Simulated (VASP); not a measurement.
Method: PBE GGA, VASP's PBE PAW potentials (set 64) (plane waves; VASP 6.6.1).

VASP ran on this input.

### INCAR
```
PREC  =  Normal
EDIFF  =  1E-5   # SCF stop (eV)
IBRION  =  2   # conjugate gradients
ISPIN  =  2   # spin-polarised
EDIFFG  =  -0.03   # ionic stop
ISYM  =  0
SIGMA  =  0.05   # width (eV)
ISIF  =  2
LASPH  =  .TRUE.   # aspherical one-centre terms
NELM  =  100   # most electronic steps
NELMIN  =  4
MAGMOM  =  71*0.0 3.0
ENCUT  =  400
ALGO  =  Fast   # Davidson, then RMM-DIIS
NSW  =  60   # most ionic steps
NELECT  =  290.0
LREAL  =  Auto
GGA  =  PE
LWAVE  =  .FALSE.
LMAXMIX  =  4   # l cut-off of mixed one-centre charges
SYSTEM  =  FeGa35N36
LORBIT  =  10
ISMEAR  =  0   # Gaussian
LCHARG  =  .FALSE.
```

POSCAR:
```
FeGa35N36
1
    4.8683178927    -8.4321738171     0.0000000000
    4.8683178927     8.4321738171     0.0000000000
    0.0000000000     0.0000000000    10.5562839806
Ga N Fe
35 36 1
Direct
  0.2222220000   0.1111110000   0.2500000000
  0.1111110000   0.2222220000   0.0000000000
  0.2222220000   0.1111110000   0.7500000000
  0.1075820000   0.2211740000   0.4992540000
  0.2161800000   0.4414330000   0.2457970000
  0.1111110000   0.5555560000   0.0000000000
  0.2260990000   0.4435850000   0.7485860000
  0.1102450000   0.5540330000   0.5045960000
  0.2222220000   0.7777780000   0.2500000000
  0.1111110000   0.8888890000   0.0000000000
  0.2222220000   0.7777780000   0.7500000000
  0.1111110000   0.8888890000   0.5000000000
  0.5555560000   0.1111110000   0.2500000000
  0.4444440000   0.2222220000   0.0000000000
  0.5555560000   0.1111110000   0.7500000000
  0.4461440000   0.2185300000   0.4976840000
  0.5575120000   0.4476160000   0.2539430000
  0.4444440000   0.5555560000   0.0000000000
  0.5498240000   0.4400290000   0.7534860000
  0.5602940000   0.7819460000   0.2489580000
  0.4444440000   0.8888890000   0.0000000000
  0.5493940000   0.7740510000   0.7528080000
  0.4446970000   0.8860930000   0.4977150000
  0.8888890000   0.1111110000   0.2500000000
  0.7777780000   0.2222220000   0.0000000000
  0.8888890000   0.1111110000   0.7500000000
  0.7777780000   0.2222220000   0.5000000000
  0.8888890000   0.4444440000   0.2500000000
  0.7777780000   0.5555560000   0.0000000000
  0.8888890000   0.4444440000   0.7500000000
  0.7758290000   0.5530480000   0.4974090000
  0.8888890000   0.7777780000   0.2500000000
  0.7777780000   0.8888890000   0.0000000000
  0.8888890000   0.7777780000   0.7500000000
  0.7772860000   0.8904000000   0.5000870000
  0.2222220000   0.1111110000   0.4385000000
  0.1111110000   0.2222220000   0.1885000000
  0.2222220000   0.1111110000   0.9385000000
  0.1111110000   0.2222220000   0.6885000000
  0.2230530000   0.4445900000   0.4340300000
  0.1111110000   0.5555560000   0.1885000000
  0.2222220000   0.4444440000   0.9385000000
  0.1111110000   0.5555560000   0.6885000000
  0.2222220000   0.7777780000   0.4385000000
  0.1111110000   0.8888890000   0.1885000000
  0.2222220000   0.7777780000   0.9385000000
  0.1111110000   0.8888890000   0.6885000000
  0.5555560000   0.1111110000   0.4385000000
  0.4444440000   0.2222220000   0.1885000000
  0.5555560000   0.1111110000   0.9385000000
  0.4444440000   0.2222220000   0.6885000000
  0.5519610000   0.4441200000   0.4357410000
  0.4444440000   0.5555560000   0.1885000000
  0.5555560000   0.4444440000   0.9385000000
  0.4470490000   0.5578830000   0.6904340000
  0.5553230000   0.7724720000   0.4391340000
  0.4444440000   0.8888890000   0.1885000000
  0.5555560000   0.7777780000   0.9385000000
  0.4444440000   0.8888890000   0.6885000000
  0.8888890000   0.1111110000   0.4385000000
  0.7777780000   0.2222220000   0.1885000000
  0.8888890000   0.1111110000   0.9385000000
  0.7777780000   0.2222220000   0.6885000000
  0.8888890000   0.4444440000   0.4385000000
  0.7777780000   0.5555560000   0.1885000000
  0.8888890000   0.4444440000   0.9385000000
  0.7777780000   0.5555560000   0.6885000000
  0.8888890000   0.7777780000   0.4385000000
  0.7777780000   0.8888890000   0.1885000000
  0.8888890000   0.7777780000   0.9385000000
  0.7777780000   0.8888890000   0.6885000000
  0.4397140000   0.5552520000   0.4992920000
```

### KPOINTS
```
K-points
0
G
  1 1 1
0 0 0
```

POTCAR, in this order: Ga N Fe (PBE.64 set). Program: vasp_gam.

The cell is charged, with a uniform compensating background. The supercell is sampled at Γ alone, which is coarse: total energies, pressure and levels can be off, energies of defects by several tenths of an eV. The moments were started parallel, and other spin orders were not tried in this run.

### Question
Estimate the energy per atom (σ→0), cell moment.

### Answer

| Item | Result |
|---|---|
| energy per atom (σ→0) | -6.196 eV/atom |
| cell moment | 2.00 μB |

OSZICAR:
```
...
  17 F= -.44614174E+03 E0= -.44614174E+03  d E =-.349988E-03  mag=     2.0000
       N       E                     dE             d eps       ncg     rms          rms(c)
DAV:   1    -0.446141824489E+03   -0.83296E-04   -0.68990E-02   768   0.666E-01    0.535E-02
RMM:   2    -0.446141921769E+03   -0.97279E-04   -0.12139E-03   740   0.898E-02    0.357E-02
RMM:   3    -0.446141962853E+03   -0.41084E-04   -0.25721E-04   820   0.436E-02    0.688E-02
RMM:   4    -0.446141936617E+03    0.26235E-04   -0.49564E-05   578   0.240E-02    0.207E-02
RMM:   5    -0.446141930871E+03    0.57462E-05   -0.22510E-05   474   0.134E-02
  18 F= -.44614193E+03 E0= -.44614193E+03  d E =-.192948E-03  mag=     2.0000
```

The cell is a supercell with a defect, built from GaN (wurtzite): Fe_Ga, charge +3.
